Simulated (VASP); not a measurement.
# ZnCd3Se3S (R3m) in VASP: a series of runs

Aim: see how the results for ZnCd3Se3S move with the level of theory and the settings. Levels: PBE, r2SCAN. Tasks: relaxation of cell and atoms, single point.

Everything below comes from runs of VASP 6.6.1. Logs are shortened: lines on timing, memory, paths and dates and some standing lists are left out, and cuts for length are marked.

## 1. The structure

The structure is trigonal, space group R3m (No. 160). Conventional cell: a = 8.528 Å, b = 8.528 Å, c = 10.407 Å, α = 90.00°, β = 90.00°, γ = 120.00°. Zn (site symmetry 3m) has 1 S at 2.41 Å and 3 Se at 2.50 Å as nearest neighbours. Cd (site symmetry m) is surrounded by 1 S at 2.59 Å and 3 Se at 2.67 to 2.68 Å. Se (site symmetry m) has 1 Zn at 2.50 Å and 3 Cd at 2.67 to 2.68 Å as nearest neighbours. S (site symmetry 3m) is surrounded by 1 Zn at 2.41 Å and 3 Cd at 2.59 Å.

The cell was built by a generator and needn't be a form met in nature.

## 2. Relaxation of cell and atoms, PBE

The input, INCAR:

```
  PREC = Accurate
  ENCUT = 520
  EDIFF = 1E-6
  ISMEAR = 0
  SIGMA = 0.03
  LREAL = F
  LASPH = T
  NELM = 120
  ALGO = Normal
  ISIF = 3
  LWAVE = F
  LCHARG = F
  GGA = PE
  IBRION = 2
  NSW = 90
  EDIFFG = -0.01
  KPAR = 4
```

The input, KPOINTS:

```
Automatic mesh
0
Gamma
  4 4 4
```

The input, POSCAR:

```
ZnCd3Se3S
1.0
    4.2641159100      2.4618884700      3.4690000000
   -4.2641159100      2.4618884700      3.4690000000
    0.0000000000     -4.9237769400      3.4690000000
Zn Cd Se S
1 3 3 1
Direct
    0.9941385600      0.9941385600      0.9941385600
    0.5063256700      0.9934022700      0.5063256700
    0.9934022700      0.5063256700      0.5063256700
    0.5063256700      0.5063256700      0.9934022700
    0.2372799500      0.7623960000      0.2372799500
    0.7623960000      0.2372799500      0.2372799500
    0.2372799500      0.2372799500      0.7623960000
    0.7623714800      0.7623714800      0.7623714800
```

Potentials or basis: VASP PAW PBE potentials, release 64 (Zn, Cd, Se, S).

Launch:

```sh
$ cat potpaw_PBE.64/Zn/POTCAR potpaw_PBE.64/Cd/POTCAR potpaw_PBE.64/Se/POTCAR potpaw_PBE.64/S/POTCAR > POTCAR
$ mpirun -np 4 vasp_std > vasp.out
```

OUTCAR:

```text
PREC = Accurate
   ENCUT = 520
   EDIFF = 1E-6
   ISMEAR = 0
   LREAL = F
   LASPH = T
   NELM = 120
   ISIF = 3
   GGA = PE
   IBRION = 2
   NSW = 90
   EDIFFG = -0.01

 ion  position               nearest neighbor table
   1  0.994  0.994  0.994-   8 2.41   6 2.50   5 2.50   7 2.50
   2  0.506  0.993  0.506-   8 2.59   5 2.67   7 2.68   6 2.68
   3  0.993  0.506  0.506-   8 2.59   6 2.67   7 2.68   5 2.68
   4  0.506  0.506  0.993-   8 2.59   7 2.67   5 2.68   6 2.68
   5  0.237  0.762  0.237-   1 2.50   2 2.67   4 2.68   3 2.68
   6  0.762  0.237  0.237-   1 2.50   3 2.67   4 2.68   2 2.68
   7  0.237  0.237  0.762-   1 2.50   4 2.67   3 2.68   2 2.68
   8  0.762  0.762  0.762-   1 2.41   2 2.59   3 2.59   4 2.59

  LATTYP: Found a trigonal (rhomboedric) cell.
 ALAT       =     6.0230839553
 COS(alpha) =    -0.0024210201

  Lattice vectors:

 A1 = (   4.2641159100,   2.4618884700,   3.4690000000)
 A2 = (  -4.2641159100,   2.4618884700,   3.4690000000)
 A3 = (   0.0000000000,  -4.9237769400,   3.4690000000)

Analysis of symmetry for initial positions (statically):
=====================================================================
 Subroutine PRICEL returns:
 Original cell was already a primitive cell.

 Routine SETGRP: Setting up the symmetry group for a
 trigonal (rhombohedral) supercell.

 Subroutine GETGRP returns: Found  6 space group operations
 (whereof  6 operations were pure point group operations)
 out of a pool of 12 trial point group operations.

The static configuration has the point symmetry C_3v.

Analysis of symmetry for dynamics (positions and initial velocities):
=====================================================================
 Subroutine PRICEL returns:
 Original cell was already a primitive cell.

 Routine SETGRP: Setting up the symmetry group for a
 trigonal (rhombohedral) supercell.

 Subroutine GETGRP returns: Found  6 space group operations
 (whereof  6 operations were pure point group operations)
 out of a pool of 12 trial point group operations.

The dynamic configuration has the point symmetry C_3v.

 Subroutine INISYM returns: Found  6 space group operations
 (whereof  6 operations are pure point group operations),
 and found     1 'primitive' translations

----------------------------------------------------------------------------------------

                                     Primitive cell

  volume of cell :     218.5007

  direct lattice vectors                    reciprocal lattice vectors
     4.264115910  2.461888470  3.469000000     0.117257601  0.067698707  0.096089171
    -4.264115910  2.461888470  3.469000000    -0.117257601  0.067698707  0.096089171
     0.000000000 -4.923776940  3.469000000     0.000000000 -0.135397414  0.096089171

  length of vectors
     6.023083955  6.023083955  6.023083957     0.166028879  0.166028879  0.166028879

  position of ions in fractional coordinates (direct lattice)
     0.994138560  0.994138560  0.994138560
     0.506325670  0.993402270  0.506325670
     0.993402270  0.506325670  0.506325670
     0.506325670  0.506325670  0.993402270
     0.237279950  0.762396000  0.237279950
     0.762396000  0.237279950  0.237279950
     0.237279950  0.237279950  0.762396000
     0.762371480  0.762371480  0.762371480

  ion indices of the primitive-cell ions
   primitive index   ion index
                 1           1
                 2           2
                 3           3
                 4           4
                 5           5
                 6           6
                 7           7
                 8           8

----------------------------------------------------------------------------------------

 KPOINTS: Automatic mesh

Automatic generation of k-mesh.
 Grid dimensions read from file:
 generate k-points for:    4    4    4

 Generating k-lattice:

  Cartesian coordinates                     Fractional coordinates (reciprocal lattice)
     0.029314400  0.016924677  0.024022293     0.250000000  0.000000000  0.000000000
    -0.029314400  0.016924677  0.024022293     0.000000000  0.250000000  0.000000000
     0.000000000 -0.033849354  0.024022293     0.000000000  0.000000000  0.250000000

  Length of vectors
     0.041507220  0.041507220  0.041507220

  Shift w.r.t. Gamma in fractional coordinates (k-lattice)
     0.000000000  0.000000000  0.000000000

 Subroutine IBZKPT returns following result:
 ===========================================

 Found     13 irreducible k-points:

 Following reciprocal coordinates:
            Coordinates               Weight
  0.000000  0.000000  0.000000      1.000000
  0.250000 -0.000000  0.000000      6.000000
  0.500000 -0.000000  0.000000      3.000000
  0.250000  0.250000  0.000000      6.000000
  0.500000  0.250000  0.000000     12.000000
 -0.250000  0.250000  0.000000      6.000000
  0.500000  0.500000  0.000000      3.000000
  0.250000  0.250000  0.250000      2.000000
  0.500000  0.250000  0.250000      6.000000
 -0.250000  0.250000  0.250000      6.000000
  0.500000  0.500000  0.250000      6.000000
 -0.250000  0.500000  0.250000      6.000000
  0.500000  0.500000  0.500000      1.000000
   k-points           NKPTS =     13   k-points in BZ     NKDIM =     13   number of bands    NBANDS=     43
   number of dos      NEDOS =    301   number of ions     NIONS =      8
   total plane-waves  NPLWV = 110592
   dimension x,y,z NGX =    48 NGY =   48 NGZ =   48
   dimension x,y,z NGXF=    96 NGYF=   96 NGZF=   96
   ions per type =               1   3   3   1
   NGX,Y,Z   is equivalent  to a cutoff of  13.25, 13.25, 13.25 a.u.
   NGXF,Y,Z  is equivalent  to a cutoff of  26.50, 26.50, 26.50 a.u.
 SYSTEM =  unknown system
   PREC   = accura    normal or accurate (medium, high low for compatibility)
   ISTART =      0    job   : 0-new  1-cont  2-samecut
   ICHARG =      2    charge: 1-file 2-atom 10-const
   ISPIN  =      1    spin polarized calculation?
   LNONCOLLINEAR =      F non collinear calculations
   LSORBIT =      F    spin-orbit coupling
   LASPH  =      T    aspherical Exc in radial PAW
   ENCUT  =  520.0 eV  38.22 Ry    6.18 a.u.  11.20 11.20 11.20*2*pi/ulx,y,z
   NELM   =    120;   NELMIN=  2; NELMDL= -5     # of ELM steps
   EDIFF  = 0.1E-05   stopping-criterion for ELM
   LREAL  =      F    real-space projection
   EDIFFG = -.1E-01   stopping-criterion for IOM
   NSW    =     90    number of steps for IOM
   IBRION =      2    ionic relax: 0-MD 1-quasi-New 2-CG
   NFREE  =      1    steps in history (QN), initial steepest desc. (CG)
   ISIF   =      3    stress and relaxation
   ISYM   =      2    0-nonsym 1-usesym 2-fastsym
   POTIM  = 0.5000    time-step for ionic-motion
   TEBEG  =    0.0;   TEEND  =   0.0 temperature during run
   PSTRESS=    0.0 pullay stress
   NELECT =      72.0000    total number of electrons
   NUPDOWN=      -1.0000    fix difference up-down
   EMIN   =  10.00;   EMAX   =-10.00  energy-range for DOS
   EFERMI =   0.00;   METHOD = LEGACY
   ISMEAR =     0;   SIGMA  =   0.03  broadening in eV -4-tet -1-fermi 0-gaus
   EFERMI_NEDOS =   21; number of points for ismear=-14 and -15
   IALGO  =     38    algorithm
   IMIX   =      4    mixing-type and parameters
     AMIX     =   0.40;   BMIX     =  1.00
     AMIX_MAG =   1.60;   BMIX_MAG =  1.00
  volume/ion in A,a.u.               =      27.31       184.31
  Fermi-wavevector in a.u.,A,eV,Ry     =   1.130754  2.136815 17.396463  1.278604
  Thomas-Fermi vector in A             =   2.267451
   LORBIT       =      0    0 simple, 1 ext, 2 COOP (PROOUT), +10 PAW based schemes
   GGA     = PE    functional components
   LHFCALC =     F    Hartree Fock is set to
   AEXX    =    0.0000 exact exchange contribution
   IVDW    =     0    specifies the selected vdW correction
   LEPSILON=     F    determine dielectric tensor
   LRPA    =     F    only Hartree local field effects (RPA)
 conjugate gradient relaxation of ions
 non-spin polarized calculation
 Gauss-broadening in eV      SIGMA  =   0.03
  energy-cutoff  :      520.00
  volume of cell :      218.50
 maximum number of plane-waves:      5904
 NGX is ok and might be reduce to    48
   NGX = 23   NGY = 23   NGZ = 23

--------------------------------------- Ionic step        1  -------------------------------------------

 number of electron      71.9999979 magnetization

 Free energy of the ion-electron system (eV)
  ---------------------------------------------------
  ext. energy  EPLUGINS =         0.00000000
  ---------------------------------------------------
  free energy    TOTEN  =       -23.10701475 eV

  energy without entropy =      -23.10701475  energy(sigma->0) =      -23.10701475

------------------------ aborting loop because EDIFF is reached ----------------------------------------

  FORCE on cell =-STRESS in cart. coord.  units (eV):
  Direction    XX          YY          ZZ          XY          YZ          ZX
  --------------------------------------------------------------------------------------
  -------------------------------------------------------------------------------------
  Total       -0.1387979     -0.1387979     -0.1463579     -0.0000000      0.0000000      0.0000000
  in kB       -1.0177488     -1.0177488     -1.0731830     -0.0000000      0.0000000      0.0000000
  external PRESSURE =      -1.0362268 kB  Pullay stress =       0.0000000 kB
[... 107 lines left out ...]
  FREE ENERGIE OF THE ION-ELECTRON SYSTEM (eV)
  ---------------------------------------------------
  free  energy   TOTEN  =       -23.1082277409 eV

  energy  without entropy=      -23.1082277409  energy(sigma->0) =      -23.10822774

[... ionic steps 4 to 14 ...]

--------------------------------------- Ionic step       15  -------------------------------------------

 number of electron      71.9999996 magnetization

------------------------ aborting loop because EDIFF is reached ----------------------------------------

  FORCE on cell =-STRESS in cart. coord.  units (eV):
  Direction    XX          YY          ZZ          XY          YZ          ZX
  --------------------------------------------------------------------------------------
  -------------------------------------------------------------------------------------
  Total        0.0315163      0.0315163      0.0497684      0.0000000      0.0000000     -0.0000000
  in kB        0.2317235      0.2317235      0.3659224      0.0000000      0.0000000     -0.0000000
  external PRESSURE =       0.2764564 kB  Pullay stress =       0.0000000 kB
[... 69 lines left out ...]
  energy  without entropy=      -23.1089495731  energy(sigma->0) =      -23.10894957

--------------------------------------- Ionic step       17  -------------------------------------------

 number of electron      72.0000001 magnetization

 Free energy of the ion-electron system (eV)
  ---------------------------------------------------
  ext. energy  EPLUGINS =         0.00000000
  ---------------------------------------------------
  free energy    TOTEN  =       -23.10900042 eV

  energy without entropy =      -23.10900042  energy(sigma->0) =      -23.10900042

 E-fermi :   0.9794     XC(G=0):  -8.8316

 val. band max:        0.8188854470   @ k =   0.0000   0.0000   0.0000
 cond. band min:       1.5060165118   @ k =   0.0000   0.0000   0.0000
 fundamental gap:      0.6871310647
 Fermi energy:         0.9793596261

 k-point     1 :       0.0000    0.0000    0.0000
  band No.  band energies     occupation
      1     -11.6248      2.00000
      2     -11.0393      2.00000
      3     -11.0393      2.00000
      4     -11.0261      2.00000
      5      -6.9043      2.00000
      6      -6.9043      2.00000
[... 622 lines left out ...]
  FREE ENERGIE OF THE ION-ELECTRON SYSTEM (eV)
  ---------------------------------------------------
  free  energy   TOTEN  =       -23.1090004225 eV

  energy  without entropy=      -23.1090004225  energy(sigma->0) =      -23.10900042

 reached required accuracy - stopping structural energy minimisation
```

Wall time 3.4 min (4 MPI ranks of Intel Xeon 6975P-C (Granite Rapids), shared host); peak memory 0.41 GiB.

Results:

| Quantity | Value |
| --- | --- |
| Free energy | -23.1090 eV |
| Relaxed volume | 27.25 Å³/atom |
| Relaxed cell | a = 6.018 Å, b = 6.018 Å, c = 6.018 Å, α = 90.19°, β = 90.19°, γ = 90.19° |
| Space group after relaxing (to 0.05 Å) | R3m (No. 160) |
| Energy gained by relaxing | 0.2 meV/atom |
| Ionic steps | 17 |
| Pressure after relaxing | 0.0 GPa |
| Largest force after relaxing | 0.004 eV/Å |
| Band gap on the k mesh | 0.69 eV, direct |

Forces in eV/Å, atoms in the order of the input:
```
Zn   0.000  0.000 -0.004
Cd  -0.001  0.001 -0.003
Cd   0.001  0.001 -0.003
Cd   0.000 -0.001 -0.003
Se   0.000  0.000  0.003
Se   0.000  0.000  0.003
Se   0.000 -0.001  0.003
S    0.000  0.000  0.003
```

The path:
| step | energy change (eV) | largest force (eV/Å) | pressure (GPa) | volume (Å³) |
| --- | --- | --- | --- | --- |
| 1 | 0.0000 | 0.0664 | -0.10 | 218.50 |
| 2 | -0.0010 | 0.0465 | 0.01 | 217.94 |
| 3 | -0.0012 | 0.0319 | 0.10 | 217.55 |
| 4 | -0.0015 | 0.0144 | 0.02 | 217.95 |
| 5 | -0.0015 | 0.0195 | -0.01 | 218.05 |
| 6 | -0.0015 | 0.0182 | 0.00 | 218.03 |
| 7 | -0.0016 | 0.0161 | -0.01 | 218.06 |
| 8 | -0.0017 | 0.0123 | -0.03 | 218.15 |
| 9 | -0.0018 | 0.0148 | -0.07 | 218.34 |
| 10 | -0.0018 | 0.0138 | -0.05 | 218.28 |
| 11 | -0.0018 | 0.0137 | -0.05 | 218.21 |
| 12 | -0.0019 | 0.0131 | 0.01 | 218.02 |
| 13 | -0.0019 | 0.0128 | 0.01 | 217.95 |
| 14 | -0.0019 | 0.0125 | 0.05 | 217.81 |
| 15 | -0.0019 | 0.0128 | 0.03 | 217.91 |
| 16 | -0.0019 | 0.0103 | 0.02 | 217.93 |
| 17 | -0.0020 | 0.0037 | 0.01 | 217.99 |

Final structure:
```
Zn Cd Se S
1.0
     4.26265    2.46104    3.46333
    -4.26265    2.46104    3.46333
     0.00000   -4.92209    3.46333
Zn Cd Se S
1 3 3 1
Direct
  0.99180 0.99180 0.99180
  0.50643 0.99620 0.50643
  0.99620 0.50643 0.50643
  0.50643 0.50643 0.99620
  0.23723 0.76250 0.23723
  0.76250 0.23723 0.23723
  0.23723 0.23723 0.76250
  0.76169 0.76169 0.76169
```

PBE gaps usually lie below the measured ones, often by a third to a half.

## 3. Relaxation of cell and atoms, PBE

This run uses another cell than the first one, of 27.25 Å³/atom, 0.998 times its volume.

The input, INCAR:

```
  PREC = Accurate
  ENCUT = 520
  EDIFF = 1E-7
  ISMEAR = 0
  SIGMA = 0.03
  LREAL = F
  LASPH = T
  NELM = 120
  ALGO = Normal
  ISIF = 3
  LWAVE = F
  LCHARG = F
  GGA = PE
  IBRION = 2
  NSW = 60
  EDIFFG = -0.005
  POTIM = 0.3
  KPAR = 4
```

KPOINTS is that of step 2.

The input, POSCAR:

```
ZnCd3Se3S                               
1.0
    4.2626528824      2.4610437906      3.4633300813
   -4.2626528824      2.4610437906      3.4633300813
   -0.0000000000     -4.9220875812      3.4633300813
  Zn              Cd              Se              S             
     1     3     3     1
Direct
     0.9918044382167063    0.9918044382167063    0.9918044382167063
     0.5064304083857771    0.9962015731298774    0.5064304083857769
     0.9962015731298774    0.5064304083857771    0.5064304083857769
     0.5064304083857769    0.5064304083857769    0.9962015731298774
     0.2372304472578119    0.7625003581984825    0.2372304472578125
     0.7625003581984825    0.2372304472578119    0.2372304472578125
     0.2372304472578125    0.2372304472578125    0.7625003581984818
     0.7616914691677648    0.7616914691677648    0.7616914691677648
```

Potentials or basis: VASP PAW PBE potentials, release 64 (Zn, Cd, Se, S).

Launch:

```sh
$ cat potpaw_PBE.64/Zn/POTCAR potpaw_PBE.64/Cd/POTCAR potpaw_PBE.64/Se/POTCAR potpaw_PBE.64/S/POTCAR > POTCAR
$ mpirun -np 4 vasp_std > vasp.out
```

Wall time 27 s (4 MPI ranks of Intel Xeon 6975P-C (Granite Rapids), shared host); peak memory 0.39 GiB.

It converged, with:

- Free energy: -23.1090 eV
- Pressure after relaxing: 0.0 GPa
- Largest force after relaxing: 0.004 eV/Å
- Band gap on the k mesh: 0.69 eV, direct

Forces in eV/Å, atoms in the order of the input:
```
Zn   0.000  0.000 -0.004
Cd  -0.001  0.000 -0.003
Cd   0.001  0.000 -0.003
Cd   0.000 -0.001 -0.003
Se   0.000  0.000  0.003
Se   0.000  0.000  0.003
Se   0.000 -0.001  0.003
S    0.000  0.000  0.003
```

Final structure:
```
Zn Cd Se S
1.0
     4.26265    2.46104    3.46333
    -4.26265    2.46104    3.46333
     0.00000   -4.92209    3.46333
Zn Cd Se S
1 3 3 1
Direct
  0.99180 0.99180 0.99180
  0.50643 0.99620 0.50643
  0.99620 0.50643 0.50643
  0.50643 0.50643 0.99620
  0.23723 0.76250 0.23723
  0.76250 0.23723 0.23723
  0.23723 0.23723 0.76250
  0.76169 0.76169 0.76169
```

Levels at points of the mesh, in eV from the valence-band top:
```tsv
k point	band 33	band 34	band 35	band 36	band 37	band 38	band 39	band 40
(0.00, 0.00, 0.00)	-1.66	-0.04	-0.04	0.00	0.69	3.18	3.18	3.49
(0.50, 0.00, 0.00)	-1.20	-1.07	-0.90	-0.74	3.20	3.36	4.26	4.35
(0.50, 0.50, 0.00)	-0.98	-0.89	-0.71	-0.44	3.43	3.81	3.91	3.92
(0.50, 0.50, 0.50)	-0.73	-0.61	-0.45	-0.45	2.28	2.42	2.53	2.53
```

Caveat: the relaxation stopped at its first step, so nothing moved.

## 4. Single point, r2SCAN

This run uses another cell than the first one, of 27.25 Å³/atom, 0.998 times its volume.

The input, INCAR:

```
SYSTEM = ZnCd3Se3S
  PREC = Accurate
  ENCUT = 520
  EDIFF = 1E-6
  ISMEAR = 0
  SIGMA = 0.03
  LREAL = .FALSE.
  LASPH = .TRUE.
  NELM = 150
  ALGO = Normal
  ISIF = 2
  LWAVE = .FALSE.
  LCHARG = .FALSE.
  METAGGA = R2SCAN
  LMIXTAU = .TRUE.
  KPAR = 4
```

The input, KPOINTS:

```
Automatic mesh
0
G
  4 4 4
  0 0 0
```

The input, POSCAR:

```
ZnCd3Se3S                               
1.0
    4.2626528824      2.4610437906      3.4633300813
   -4.2626528824      2.4610437906      3.4633300813
    0.0000000000     -4.9220875812      3.4633300813
  Zn              Cd              Se              S             
     1     3     3     1
Direct
     0.9918044382167039    0.9918044382167039    0.9918044382167039
     0.5064304083857749    0.9962015731298806    0.5064304083857749
     0.9962015731298806    0.5064304083857749    0.5064304083857749
     0.5064304083857749    0.5064304083857749    0.9962015731298806
     0.2372304472578151    0.7625003581984799    0.2372304472578151
     0.7625003581984799    0.2372304472578151    0.2372304472578151
     0.2372304472578151    0.2372304472578151    0.7625003581984799
     0.7616914691677650    0.7616914691677650    0.7616914691677650
```

Launch:

```sh
$ cat potpaw_PBE.64/Zn/POTCAR potpaw_PBE.64/Cd/POTCAR potpaw_PBE.64/Se/POTCAR potpaw_PBE.64/S/POTCAR > POTCAR
$ mpirun -np 4 vasp_std > vasp.out
```

It took 1.7 min on 4 MPI ranks of Intel Xeon 6975P-C (Granite Rapids), shared host; peak memory 0.44 GiB.

The run converged. Its results:

| Property | Result |
| --- | --- |
| Free energy | -126.3202 eV |
| Pressure | -1.6 GPa |
| Largest force | 0.042 eV/Å |
| Band gap on the k mesh | 1.16 eV, direct |

Forces in eV/Å, atoms in the order of the input:
```
Zn   0.000  0.000  0.023
Cd  -0.011  0.007 -0.010
Cd   0.011  0.007 -0.010
Cd   0.000 -0.013 -0.010
Se  -0.020  0.012 -0.012
Se   0.020  0.012 -0.012
Se   0.000 -0.023 -0.012
S    0.000  0.000  0.042
```

Levels at points of the mesh, in eV from the valence-band top:
| k point | band 32 | band 33 | band 34 | band 35 | band 36 | band 37 | band 38 | band 39 | band 40 | band 41 |
| --- | --- | --- | --- | --- | --- | --- | --- | --- | --- | --- |
| (0.00, 0.00, 0.00) | -1.74 | -1.69 | -0.04 | -0.04 | 0.00 | 1.16 | 3.49 | 3.49 | 3.81 | 4.00 |
| (0.50, 0.00, 0.00) | -2.12 | -1.22 | -1.08 | -0.91 | -0.74 | 3.63 | 3.76 | 4.67 | 4.77 | 5.35 |
| (0.50, 0.50, 0.00) | -1.77 | -1.00 | -0.90 | -0.72 | -0.44 | 3.90 | 4.30 | 4.40 | 4.42 | 5.97 |
| (0.50, 0.50, 0.50) | -0.74 | -0.74 | -0.62 | -0.45 | -0.45 | 2.70 | 2.88 | 3.01 | 3.01 | 6.71 |

Caveat: the PAW data sets were made with another functional, which shifts forces and pressure a little. r2SCAN opens gaps a little over a GGA but as a rule still falls short of measured ones.
